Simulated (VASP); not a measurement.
# Ti: relaxation of shape and atoms at fixed volume with PBEsol

Crystal: Ti.

```xyz
2
Lattice="2.8429 0.0000 0.0000 -1.4214 2.4620 0.0000 0.0000 0.0000 4.4816" Properties=species:S:1:pos:R:3 pbc="T T T"
Ti    0.0000    1.6413    1.1204
Ti    1.4214    0.8207    3.3612
```

The cell isn't the ideal one: a relaxed cell with its volume scaled by 0.94.

| Property | Result |
| --- | --- |
| Program | VASP 6.6.1 |
| Task | relaxation of shape and atoms at fixed volume |
| Functional | PBEsol |
| Potentials or basis | VASP PAW PBE potentials, release 64 (Ti_sv) |
| Cutoff | 600 eV |
| k mesh | 15 × 15 × 8 |
| Occupations | methfessel-paxton, width 0.1 eV |
| Spin | no spin polarisation |
| Further INCAR settings | ALGO = Normal; EDIFF = 1e-07; IBRION = 2; EDIFFG = -0.01; NSW = 40; ISIF = 4 |

```
Energy gained by relaxing : 0.0 meV/atom
Ionic steps               : 2
Pressure after relaxing   : 8.1 GPa
Band gap on the k mesh    : none (metal or under the smearing width)
```

Stress tensor (GPa, compression positive):
```
8.08 0.00 0.00
0.00 8.08 0.00
0.00 0.00 8.18
```

Final structure:
```yaml
crystal:
  lattice:
    - [2.84163, 0.00000, 0.00000]
    - [-1.42081, 2.46092, 0.00000]
    - [0.00000, 0.00000, 4.48549]
  atoms:
    - { symbol: Ti, position: [0.33333, 0.66667, 0.25000] }
    - { symbol: Ti, position: [0.66667, 0.33333, 0.75000] }
```

Levels at points of the mesh, in eV from the Fermi level:
| k point | band 10 | band 11 | band 12 | band 13 | band 14 | band 15 |
| --- | --- | --- | --- | --- | --- | --- |
| (0.00, 0.00, 0.00) | -2.98 | 0.79 | 0.79 | 0.96 | 1.11 | 1.38 |
| (0.00, 0.00, 0.50) | -4.45 | 0.07 | 0.07 | 0.68 | 0.68 | 0.68 |

Run time: 110 s on 1 thread of Intel(R) Xeon(R) Platinum 8488C (Sapphire Rapids) (shared host), peak memory 0.2 GiB.

Caveat: the PAW data sets were made with another functional, which shifts forces and pressure a little.
